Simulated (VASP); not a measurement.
Here is a VASP 6.6.1 calculation.

Contents of INCAR:

```
ALGO = Fast
EDIFF = 1E-7
ENCUT = 520
GGA = PE
ISIF = 2
ISMEAR = -1
LASPH = True
LCHARG = True
LELF = True
LREAL = Auto
LVHAR = True
LWAVE = False
NBANDS = 82
NELM = 100
PREC = Accurate
SIGMA = 0.01
```

The input KPOINTS:

```
k-points
0
Gamma
  3 3 3
```

File POSCAR:

```
Si8TeO15
1.0
    0.0000000000      4.9926472100      6.9339264200
    4.9926472100      0.0000000000      6.9339264200
    4.9926472100      4.9926472100      0.0000000000
Si Te O
8 1 15
Direct
    0.2886509372      0.2388015117      0.4031093333
    0.7367379021      0.7586054827      0.9530093762
    0.0732406020      0.6903630726      0.0979866511
    0.5731448479      0.1640077064      0.6418275292
    0.4546758557      0.8116553584      0.3647644446
    0.8761294129      0.3556601977      0.9289827889
    0.0081805065     -0.0088919125      0.3177579024
    0.4982075608      0.5158401535      0.7944261398
    0.0538755984      0.1472375542      0.6674715082
    0.6167738137      0.6829648184      0.1740019888
    0.5057467219      0.3369435097      0.7540620194
    1.0036023716      0.8429430542      0.2378578999
    0.4202714819      0.2719426054      0.4788572744
    0.8711862798      0.8040746248      1.0006068456
    0.2321145070      0.8551414041      0.3871712907
    0.6352494934      0.4261274611      0.9677716898
   -0.0326346817      0.2078301334      0.1469540357
    0.5550616415      0.6542926946      0.5754437652
    0.4447333113      0.0268947468      0.2968454648
    0.8921617479      0.5557107552      0.8379152646
    0.2565345502      0.6819717515      0.8984105256
    0.8188354215      0.0550628381      0.5241132381
    0.1577058922      0.4506231879      0.2314661370
    0.5598142242      0.9741972900      0.8191868868
```

Potentials or basis: VASP PAW PBE potentials, release 64 (Si, Te, O).

Command:

```sh
$ cat potpaw_PBE.64/Si/POTCAR potpaw_PBE.64/Te/POTCAR potpaw_PBE.64/O/POTCAR > POTCAR
$ mpirun -np 1 vasp_std > vasp.out
```

**Question.** Estimate the largest force.

**Answer.** 0.075 eV/Å.

**Question.** What does it give for the pressure?

**Answer.** 5.2 GPa.

**Question.** Estimate the band gap on the k mesh.

**Answer.** 3.47 eV, direct.

Stress tensor (GPa, compression positive):
```
 8.55  0.10 -2.43
 0.10  2.56 -0.37
-2.43 -0.37  4.50
```

Caveat: spin-orbit coupling is left out, which moves the levels of the heavy elements. A hybrid or GW would open this gap; PBE tends to underestimate it.
